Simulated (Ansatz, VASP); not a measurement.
## PtS2 in two plane-wave programs

Wanted: the spread between two codes on one cell, functional and k mesh. The structure shown is the start of the Ansatz relaxation below; VASP solves that cell, so the two are compared at the walk's first step.

Program: Ansatz 0.2.0. Level of theory: plane waves, with VASP 6.6.1 beside it; single point at PBE with D3(BJ). Results are calculated unless marked as measured.

### 1. Starting point

It takes space group P-3m1 (No. 164, trigonal). Conventional cell: a = 3.547 Å, b = 3.547 Å, c = 4.664 Å, α = 90.00°, β = 90.00°, γ = 120.00°. S has 3 Pt at 2.38 Å nearest. Nearest to Pt lie 6 S at 2.38 Å. Farther neighbours and most contacts between anions are not listed.

### 2. Ansatz: relaxation, PBE with D3(BJ)

Ansatz runs on its PAW soft_1 files.

The two programs are compared at the cell with which this relaxation starts, whose forces are those of its first step.

input.yaml reads:

```yaml
crystal:
  lattice:
    - [3.5472551037, 0.0, 0.0]
    - [-1.7736275519, 3.0720130335, 0.0]
    - [0.0, 0.0, 4.6639029698]
  atoms:
    - { symbol: S, position: [0.3333333333, 0.6666666667, 0.2586451416] }
    - { symbol: S, position: [0.6666666667, 0.3333333333, 0.7413548584] }
    - { symbol: Pt, position: [0.0, 0.0, 0.0] }
kpoints:
  mp_grid: { grid: [12, 12, 8] }
hamiltonian:
  xc: pbe
  dispersion: d3bj
  pseudopotentials: { kind: paw, azcp: { folder: soft_1 } }
scf:
  occupations: { method: gaussian, width: 0.01 }
output:
  forces: true
  stress: true
  eigenvalues: true
relax:
  adjacent_minimum: "off"
  f_tol: 0.001
  max_steps: 60
  cell: { stress_tol: 0.01, fix: [a, b, gamma] }
```

Run with:

```
ansatz run input.yaml --threads 4 --pin off --max-ram 10240MiB --backend cpu --events-out ev --progress --plain --runs-dir out
```

Numbers of over 12 decimals in the logs are rounded to 6 here.

The log of the run:

```text
Engine: ansatz 0.2.0, aarch64-unknown-linux-gnu
Pseudopotentials: kind: paw
Pseudopotential: S, paw, valence charge 6, recommended cutoff 420 eV (normal), soft_1/S.paw.azcp
Pseudopotential: Pt, paw, valence charge 18, recommended cutoff 420 eV (normal), soft_1/Pt.paw.azcp
Functional definition: PBE
  parameter kappa = 0.804
  parameter beta = 0.066725
  exchange = pbe_x(kappa = kappa, mu = beta*pi^2/3)
  correlation = pbe_c(beta = beta)
Crystal: 3 atoms, lattice volume = 50.824 Å³
Basis set: ecut = 420 eV, 981 PW (Γ), exchange–correlation on 48×48×64 points (8 copies of the dense FFT grid, shifted against one another)
Bands: 19, of which v1, the nominal top of the filled ones, is band 15 counted from 1 (14 counted from 0)
Symmetry: 12 space group operations
Space group: P-3m1 (ITA 164), of the structure as read, at distance tolerance 3.7e-5 Å
k-points: 131 of 1152
Non-local potential: S, projectors of the file, l = 0: 2, l = 1: 2, l = 2: 1
Non-local potential: Pt, projectors of the file, l = 0: 3, l = 1: 2, l = 2: 2, l = 3: 1
PAW form: soft (Blöchl's): semilocal exchange-correlation on the pseudo side does not see the compensation charge
PAW one-centre angular grid: S, 110 points (default); XC on 64 Gauss nodes
PAW one-centre angular grid: Pt, 590 points (default); XC on 64 Gauss nodes
Initial density: superposition of atomic densities (chi_scale 0.1, normalization cell, long waves kept (reshape's long-wave potential 0.01 eV rms))
Initial wavefunctions: pseudopotential atomic-orbital guess
Functional: x = pbe(κ = 0.804, μ = 0.219515), c = pbe(β = 0.066725)
SCF iter   1: F=—  HF=-14331.668374 eV  |F-HF|=—  |Δ(HF+E_count)|=         —  Δρ=7.95e-2  dr2=2.82e0  ethr=3.10e-3  ⟨swp⟩=6.4  Hψ=13909  notcnv=0
preconditioner: auto → Resta (q_TF=auto, 2.499 Å⁻¹)  ε∞=7.3  [insulator: Δε(μ)=0.768 eV  Ē_g=9.764 eV  σ=0.010 eV  W_gap=1.00  n_scr=20 (ndim 8)  ℏωp=24.4 eV  f_vac=0.000  D(μ)=0.00/eV (n_scr^D=0)  ε∞_Penn≈7.3]
SCF iter   2: F=—  HF=-14331.237739 eV  |F-HF|=—  |Δ(HF+E_count)|=   4.31e-1  Δρ=3.76e-2  dr2=5.67e-1  ethr=3.10e-3  ⟨swp⟩=2.8  Hψ=4904  notcnv=0
SCF iter   3: F=—  HF=-14331.144447 eV  |F-HF|=—  |Δ(HF+E_count)|=   9.33e-2  Δρ=5.25e-3  dr2=8.40e-3  ethr=1.89e-3  ⟨swp⟩=2.6  Hψ=3933  notcnv=0
SCF iter   4: F=—  HF=-14331.145710 eV  |F-HF|=—  |Δ(HF+E_count)|=   1.26e-3  Δρ=7.36e-4  dr2=2.93e-4  ethr=2.80e-5  ⟨swp⟩=2.1  Hψ=5133  notcnv=0
SCF iter   5: F=—  HF=-14331.145954 eV  |F-HF|=—  |Δ(HF+E_count)|=   2.44e-4  Δρ=1.82e-4  dr2=1.67e-5  ethr=9.75e-7  ⟨swp⟩=2.0  Hψ=4461  notcnv=0
SCF iter   6: F=—  HF=-14331.145948 eV  |F-HF|=—  |Δ(HF+E_count)|=   6.31e-6  Δρ=3.88e-5  dr2=7.61e-7  ethr=5.56e-8  ⟨swp⟩=2.0  Hψ=3845  notcnv=0
SCF iter   7: F=-14331.145949 eV  HF=-14331.145949 eV  |F-HF|=3.62e-8  |Δ(HF+E_count)|=   1.35e-6  Δρ=7.01e-6  dr2=2.37e-8  ethr=3.33e-10  ⟨swp⟩=8.0  Hψ=13311  notcnv=0
SCF 1 converged in 7 iterations: F = -14331.145949 eV  dr2 = 2.37e-8
  greatest PAW one-centre occupation: 1.000 electrons in one spin orbital (limit 2), on the Pt atom at site 2 (counted from 0), in its partial waves of l = 0
relax step   1: F+E_penalty+E_count = -14331.14594894 eV  Δ(F+E_penalty+E_count) = +0.000e0 eV  max|allowed force component| = 2.297e-1 eV/Å  Δτ_max = 0.0000 Å  P = +3.582 GPa  Ω = 50.824 Å³  fix = [a, b, gamma]  reactions: a +4.303, b +4.303 GPa  (7 SCF iters, dr2 threshold 1.00e-7 eV, accepted)
[...]
relax step   4: F+E_penalty+E_count = -14331.15125545 eV  Δ(F+E_penalty+E_count) = -3.714e-5 eV  max|allowed force component| = 1.263e-3 eV/Å  Δτ_max = 0.0045 Å  P = +1.663 GPa  Ω = 51.654 Å³  energy of the carried Pulay correction = -2.665e-4 eV  fix = [a, b, gamma]  reactions: a +2.484, b +2.484 GPa  (6 SCF iters, dr2 threshold 1.53e-8 eV, accepted)
[...]
relax step   5: F+E_penalty+E_count = -14331.15125062 eV  Δ(F+E_penalty+E_count) = +4.836e-6 eV  max|allowed force component| = 9.218e-5 eV/Å  Δτ_max = 0.0003 Å  P = +1.644 GPa  Ω = 51.672 Å³  energy of the carried Pulay correction = -2.722e-4 eV  fix = [a, b, gamma]  reactions: a +2.466, b +2.466 GPa  (6 SCF iters, dr2 threshold 1.14e-9 eV, accepted)
[...]
relax step   6: F+E_penalty+E_count = -14331.15151827 eV  Δ(F+E_penalty+E_count) = -2.677e-4 eV  max|allowed force component| = 1.305e-6 eV/Å  Δτ_max = 0.0000 Å  P = +1.643 GPa  Ω = 51.672 Å³  fix = [a, b, gamma]  reactions: a +2.463, b +2.463 GPa  stress off target by 1.18e-3 GPa on what of the cell is left free  SCF on the basis re-selected at this cell (its energy is not comparable with the rows above)  (7 SCF iters)
basis re-selected at this cell: Δ(F+E_penalty+E_count) = -2.677e-4 eV, ΔP = -0.002 GPa vs the last step (what re-selecting the basis moved, of the pressure what is left beyond the Pulay correction that the steps carried, after the strain that the cell walked since its last selection, with what the two solves' SCF thresholds leave and, on support functions, any second-order correction that the steps lacked; it is no m [...]
SCF converged after 7 iterations
Free energy (F): -14331.151518 eV
Harris-Foulkes:  -14331.151518 eV  (|F-HF|=1.82e-12)
Internal energy: -14331.151518 eV  (E = F + TS)
E sigma→0 (E₀):  -14331.151518 eV
Fermi energy:    12.580680 eV
--- Per-component energies (eV) ---
  E_band       = -286.477510
  E_kinetic    = 807.541288
  E_local      = -2782.070623  (includes V_loc(G=0)·N_el)
  E_nonlocal   = 272.197327
  E_hartree    = 1094.884045
  E_xc         = -410.391352
  E_vxc        = -437.276291  (∫ρ·V_xc dr)
  E_paw        = -10700.555440  (= ΣΔE_a)
  E_vpaw       = -336.638441  (= ΣTr[D̂ρ^β])
  E_aug_tail   = 0.001111  (compensation charges beyond the density's cutoff)
  E_ewald      = -2611.399621
  E_disp       = -1.358253  (pairwise vdW)
  E_smearing   = -0.000000  (= −TS)
  E_closure    = 0.000000  (closes the sum)
  Σ components = -14331.151518   (vs F -14331.151518, Δ=0.00e0)
--- Forces (eV/Å), atoms counted from 1 ---
  atom   1  S     -0.00000000     0.00000000    -0.00000131
  atom   2  S      0.00000000    -0.00000000     0.00000131
  atom   3  Pt     0.00000000    -0.00000000     0.00000000
  max |Σ_I F_I| component: 2.37e-30 eV/Å
--- Stress (GPa, compression-positive) ---
        2.463468      -0.000000       0.000000
       -0.000000       2.463468       0.000000
        0.000000       0.000000       0.001183
  P = ⅓ Tr σ = 1.6427 GPa (16.427 kbar)
--- Band table (eV; the first three rows and the last of 131) ---
  k-point 0: bands = [... 11 lower, 9.9302, 10.9481, 10.9481, 12.4937, 13.7381, 13.7381, 16.2160, 17.6070]
  k-point 1: bands = [... 11 lower, 9.8912, 10.8647, 10.8647, 12.2121, 13.8852, 13.8852, 16.3713, 17.9113]
  k-point 2: bands = [... 11 lower, 9.7364, 10.6816, 10.6816, 11.6156, 14.2390, 14.2390, 16.8141, 18.5761]
  k-point 130: bands = [... 11 lower, 7.8385, 8.6682, 9.9533, 9.9533, 14.4789, 14.4789, 19.2573, 20.0189]
--- Relaxed structure (5 steps of the walk, 5 accepted, 1 SCFs on fresh bases) ---
  F+E_penalty+E_count = -14331.15151827 eV   max|allowed force component| = 1.305e-6 eV/Å   (the final SCF, on the basis selected at the relaxed cell)
  cell:  # Å, volume = 51.6724 Å³
    - [3.547255, 2.8867555448264254e-11, 5.6965155031440905e-18]
    - [-1.773628, 3.072013, -1.8988385010361356e-18]
    - [7.48973355339099e-18, 1.4413998944842207e-18, 4.741801]
  atoms:
    - { symbol: S, position: [0.333333, 0.666667, 0.258597] }
    - { symbol: S, position: [0.666667, 0.333333, 0.741403] }
    - { symbol: Pt, position: [0, 0, 1.8984781199992777e-19] }
```

The column dr2 measures how far the density is from self-consistency, as an energy; F and HF (Harris–Foulkes) agree once it is small.

### 3. VASP: single point, PBE with D3(BJ), start cell, pair 1

The same cell, functional, mesh and smearing now go to VASP, with its own data sets.

Lines of VASP's logs that name or quote its potential files are left out, and so is its time.

INCAR reads:

```
SYSTEM = PtS2
PREC = Accurate
ENCUT = 400
EDIFF = 1E-06
NELM = 120
ISMEAR = 0
SIGMA = 0.01
LREAL = .FALSE.
ALGO = Normal
GGA = PE
IVDW = 12
NBANDS = 17
LASPH = .TRUE.
LORBIT = 11
LWAVE = .FALSE.
LCHARG = .FALSE.
ISIF = 2
GGA_COMPAT = .FALSE.
EFERMI = MIDGAP
KPAR = 2
```

POSCAR reads:

```
PtS2
1.0
    3.5472550000      0.0000000000      0.0000000000
   -1.7736280000      3.0720130000      0.0000000000
    0.0000000000      0.0000000000      4.6639030000
S Pt
2 1
Direct
    0.3333333333      0.6666666667      0.2586451734
    0.6666666667      0.3333333333      0.7413548266
    0.0000000000      0.0000000000      0.0000000000
```

KPOINTS reads:

```
Automatic mesh
0
Gamma
12 12 8
0 0 0
```

The projector-augmented-wave data sets are S and Pt (PBE family, release 64).

Run with:

```
mpirun -np 2 vasp_std
```

The log of the run:

```text
[banner, memory and clock lines left out]
running    2 mpi-ranks, on    1 nodes
 distrk:  each k-point on    1 cores,    2 groups
 distr:  one band on    1 cores,    1 groups

 POSCAR found type information on POSCAR S Pt
 POSCAR found :  2 types and       3 ions
 LDA part: xc-table for (Slater+PW92), standard interpolation
 POSCAR, INCAR and KPOINTS ok, starting setup
 FFT: planning ... GRIDC
 FFT: planning ... GRID_SOFT
 FFT: planning ... GRID
 WAVECAR not read
 entering main loop
       N       E                     dE             d eps       ncg     rms          rms(c)
DAV:   1     0.895861324504E+02    0.89586E+02   -0.91787E+03  4742   0.933E+02
DAV:   2    -0.128561731208E+02   -0.10244E+03   -0.99663E+02  5607   0.205E+02
DAV:   3    -0.165414701438E+02   -0.36853E+01   -0.36637E+01  5576   0.404E+01
DAV:   4    -0.165757498128E+02   -0.34280E-01   -0.34265E-01  6042   0.430E+00
DAV:   5    -0.165762565394E+02   -0.50673E-03   -0.50669E-03  5837   0.496E-01    0.189E+01
DAV:   6    -0.155248286750E+02    0.10514E+01   -0.67586E+00  4520   0.253E+01    0.129E+01
DAV:   7    -0.152966423525E+02    0.22819E+00   -0.12503E+00  4519   0.114E+01    0.608E+00
DAV:   8    -0.152803113263E+02    0.16331E-01   -0.63403E-02  5290   0.186E+00    0.132E+00
DAV:   9    -0.152770923208E+02    0.32190E-02   -0.96376E-03  5383   0.102E+00    0.204E-01
DAV:  10    -0.152772706976E+02   -0.17838E-03   -0.12994E-03  5679   0.242E-01    0.997E-02
DAV:  11    -0.152773134508E+02   -0.42753E-04   -0.49436E-05  5429   0.554E-02    0.402E-02
DAV:  12    -0.152773162025E+02   -0.27517E-05   -0.91768E-06  5564   0.279E-02    0.892E-03
DAV:  13    -0.152773172842E+02   -0.10817E-05   -0.80041E-07  4067   0.672E-03    0.420E-03
DAV:  14    -0.152773175218E+02   -0.23757E-06   -0.33074E-07  2510   0.371E-03
   1 F= -.16659091E+02 E0= -.16659091E+02  d E =-.826109E-23
```

From OUTCAR (step 3):

```text
ion  position               nearest neighbor table
   1  0.333  0.667  0.259-   3 2.38   3 2.38   3 2.38
   2  0.667  0.333  0.741-   3 2.38   3 2.38   3 2.38
   3  0.000  0.000  0.000-   2 2.38   1 2.38   2 2.38   1 2.38   1 2.38   2 2.38

  LATTYP: Found a hexagonal cell.
 ALAT       =     3.5472550000
 C/A-ratio  =     1.3147921421

 Subroutine GETGRP returns: Found 12 space group operations
 (whereof 12 operations were pure point group operations)

The static configuration has the point symmetry D_3d.

 Found    131 irreducible k-points:

   k-points           NKPTS =    131   k-points in BZ     NKDIM =    131   number of bands    NBANDS=     17

   dimension x,y,z NGX =    24 NGY =   24 NGZ =   30
   dimension x,y,z NGXF=    48 NGYF=   48 NGZF=   60

   ENCUT  =  400.0 eV  29.40 Ry    5.42 a.u.   5.78  5.78  7.61*2*pi/ulx,y,z

   NELECT =      22.0000    total number of electrons

 k-points in reciprocal lattice and weights: Automatic mesh
   0.00000000  0.00000000  0.00000000       0.001
   0.08333333  0.00000000  0.00000000       0.005
   0.16666667  0.00000000  0.00000000       0.005
   0.25000000  0.00000000  0.00000000       0.005
   0.33333333 -0.00000000  0.00000000       0.005
   0.41666667 -0.00000000  0.00000000       0.005
   0.50000000  0.00000000  0.00000000       0.003
   0.08333333  0.08333333  0.00000000       0.005
   0.16666667  0.08333333  0.00000000       0.010
[...]
0.33333333  0.25000000  0.50000000       0.010
   0.33333333  0.33333333  0.50000000       0.002

 average (electrostatic) potential at core
       1 -84.4726       2 -84.4726       3 -67.3647

 E-fermi :   8.3607

 k-point     1 :       0.0000    0.0000    0.0000
  band No.  band energies     occupation
    ...
      7       3.9080      2.00000
      8       5.7008      2.00000
      9       6.6593      2.00000
     10       6.6593      2.00000
     11       8.2952      2.00000
     12       9.4807      0.00000
     13       9.4807      0.00000
     14      11.8703      0.00000
     15      13.4806      0.00000
     16      15.6651      0.00000
    ...

 k-point     2 :       0.0833    0.0000    0.0000
  band No.  band energies     occupation
    ...
      7       3.8377      2.00000
      8       5.4744      2.00000
      9       6.5299      2.00000
     10       6.6232      2.00000
     11       8.0266      2.00000
     12       9.4733      0.00000
     13       9.5035      0.00000
     14      12.3934      0.00000
     15      13.8339      0.00000
     16      15.4762      0.00000
    ...

 k-point     3 :       0.1667    0.0000    0.0000
  band No.  band energies     occupation
    ...
      7       3.6827      2.00000
      8       4.9554      2.00000
      9       6.3042      2.00000
     10       6.4496      2.00000
     11       7.4050      2.00000
     12       9.5921      0.00000
     13       9.6351      0.00000
     14      13.2720      0.00000
     15      14.4299      0.00000
     16      15.5456      0.00000
    ...

 Edisp (eV)   -1.38177

  Total       1.18509     1.18509     0.57907    -0.00000     0.00000    -0.00000
  in kB      37.35911    37.35911    18.25476    -0.00001     0.00000    -0.00000
  external pressure =       30.99 kB  Pullay stress =        0.00 kB

  energy-cutoff  :      400.00
  volume of cell :       50.82
      direct lattice vectors                 reciprocal lattice vectors
     3.547255000  0.000000000  0.000000000     0.281908123  0.162759774  0.000000000
    -1.773628000  3.072013000  0.000000000     0.000000000  0.325519456  0.000000000
     0.000000000  0.000000000  4.663903000     0.000000000  0.000000000  0.214412693

 POSITION                                       TOTAL-FORCE (eV/Angst)
 -----------------------------------------------------------------------------------
     -0.00000      2.04801      1.20630         0.000000      0.000000      0.185837
      1.77363      1.02400      3.45761        -0.000000      0.000000     -0.185837
      0.00000      0.00000      0.00000        -0.000000      0.000000      0.000000
 -----------------------------------------------------------------------------------
    total drift:                               -0.000000     -0.000000     -0.000000

  FREE ENERGIE OF THE ION-ELECTRON SYSTEM (eV)
  ---------------------------------------------------
  free  energy   TOTEN  =       -16.6590912362 eV

  energy  without entropy=      -16.6590912362  energy(sigma->0) =      -16.65909124

 total charge
# of ion       s       p       d       tot
------------------------------------------
    1        1.366   2.274   0.000   3.640
    2        1.366   2.274   0.000   3.640
    3        0.707   0.806   8.002   9.515
--------------------------------------------------
tot          3.440   5.353   8.002  16.795

[... 3 further parts left out ...]
```

The run ends at a pressure of 3.10 GPa, with forces up to 0.19 eV/Å.

### 4. Differences

Known differences besides the potentials themselves: the data sets hold 30 valence electrons in Ansatz (on its PAW soft_1 files) and 22 in VASP; the cutoff is 420 eV in Ansatz and 400 eV in VASP. Total energies have different zeros and are not compared.

Forces (eV/Å; atoms numbered as in POSCAR):

| atom | Ansatz x, y, z | VASP x, y, z |
| --- | --- | --- |
| S1 | 0.000, 0.000, 0.230 | 0.000, 0.000, 0.186 |
| S2 | 0.000, 0.000, -0.230 | 0.000, 0.000, -0.186 |
| Pt3 | 0.000, 0.000, 0.000 | 0.000, 0.000, 0.000 |

The forces differ by 21 meV/Å r.m.s., which is 23.6 % of the r.m.s. force of 0.088 eV/Å (both taken over all components).

### 5. Other set-ups

Further runs change the set-up of one program: Ansatz's method, potentials or start, or VASP's data sets, cutoff or form of LDA. The table gives that difference for each run.

| run | r.m.s. force difference (meV/Å) |
| --- | --- |
| as above | 21 |
| VASP with the data sets S and Pt_sv_GW and a cutoff of 430 eV | 8.9 |

### 6. Ansatz: relaxation, PBE with D3(BJ)

The two programs are compared at the cell with which this relaxation starts, whose forces are those of its first step. The cell compared in this pair holds 50.63 Å³, against 50.82 Å³ for the pair before.

The structure compared here is the start of the Ansatz relaxation; VASP solves that cell, so the two are compared at the walk's first step.

input.yaml, the sections that differ from step 2:

```yaml
crystal:
  lattice:
    - [3.5114242441, 0.0, 0.0]
    - [-1.7557121221, 3.0409825988, 0.0]
    - [0.0, 0.0, 4.7418008261]
  atoms:
    - { symbol: S, position: [0.3333333333, 0.6666666667, 0.2585974108] }
    - { symbol: S, position: [0.6666666667, 0.3333333333, 0.7414025892] }
    - { symbol: Pt, position: [0.0, 0.0, 0.0] }
# kpoints, hamiltonian, scf, output, relax: as in step 2
```

Run with:

```
ansatz run input.yaml --threads 4 --pin off --max-ram 10240MiB --backend cpu --events-out ev --progress --plain --runs-dir out
```

The log of the run:

```text
[...]
Crystal: 3 atoms, lattice volume = 50.634 Å³
Basis set: ecut = 420 eV, 981 PW (Γ), exchange–correlation on 48×48×64 points (8 copies of the dense FFT grid, shifted against one another)
Bands: 19, of which v1, the nominal top of the filled ones, is band 15 counted from 1 (14 counted from 0)
Symmetry: 12 space group operations
[...]
k-points: 131 of 1152
[...]
--- Relaxed structure (5 steps of the walk, 5 accepted, 1 SCFs on fresh bases) ---
[...]
cell:  # Å, volume = 51.6294 Å³
    - [3.511424, 2.8867424164202527e-11, -2.5552327724754876e-18]
    - [-1.755712, 3.040983, 5.110465544987389e-18]
    - [-3.4505670717637842e-18, 5.976557483162352e-18, 4.835041]
  atoms:
    - { symbol: S, position: [0.333333, 0.666667, 0.257860] }
    - { symbol: S, position: [0.666667, 0.333333, 0.742140] }
    - { symbol: Pt, position: [0, 0, 0] }
[key lines of the parts left out:]
SCF converged after 7 iterations
Free energy (F): -14331.127465 eV
Fermi energy:    12.572149 eV
P = ⅓ Tr σ = 3.2512 GPa (32.512 kbar)
```

(Part 1 of 2 ends here.)

[Lines on the potential files, build, host, timing and source positions are cut from VASP's logs without a mark.]

[Logs are printed without paths, hosts, clocks, repeated set-up lines and the standing remarks that a program may print on its own settings, such as how far it seeks lower states.]

[Hosts, paths, dates, database ids (printed as entryN), source tags and the programs' standing remarks are cut or masked in the printed files.]
